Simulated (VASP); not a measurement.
A run of VASP 6.6.1:

The input INCAR:

```
PREC = Accurate
ENCUT = 520
EDIFF = 1E-6
ISMEAR = 0
SIGMA = 0.05
LREAL = F
LASPH = T
NELM = 100
ALGO = Fast
ISIF = 2
LWAVE = F
LCHARG = F
ISPIN = 2
MAGMOM = 4 0
LORBIT = 11
LMAXMIX = 6
LDAU = T
LDAUTYPE = 2
LDAUL = 3 -1
LDAUU = 6 0
LDAUJ = 0 0
LDAUPRINT = 1
GGA = CA
```

KPOINTS

```
regular mesh
0
Gamma
  5 5 5
```

Contents of POSCAR:

```
PmTe
1.0
    4.1812492200      0.0000000000      0.0000000000
   -2.0906246100      3.6210680400      0.0000000000
    0.0000000000      0.0000000000      4.0806920800
Pm Te
1 1
Direct
    0.0000000000      0.0000000000      0.0000000000
    0.6666666667      0.3333333333      0.5000000000
```

Potentials or basis: VASP PAW PBE potentials, release 64 (Pm, Te).

The run is started by

```console
$ cat potpaw_PBE.64/Pm/POTCAR potpaw_PBE.64/Te/POTCAR > POTCAR
$ mpirun -np 1 vasp_std > vasp.out
```

Hardware: 1 thread of Intel(R) Xeon(R) 6975P-C (Granite Rapids), with other jobs on the host.

Q: Estimate the wall time of this run.

A: Run time: 56 s on 1 thread of Intel(R) Xeon(R) 6975P-C (Granite Rapids), with other jobs on the host, peak memory 0.19 GiB. Counts: scf iterations 63, k points 15.
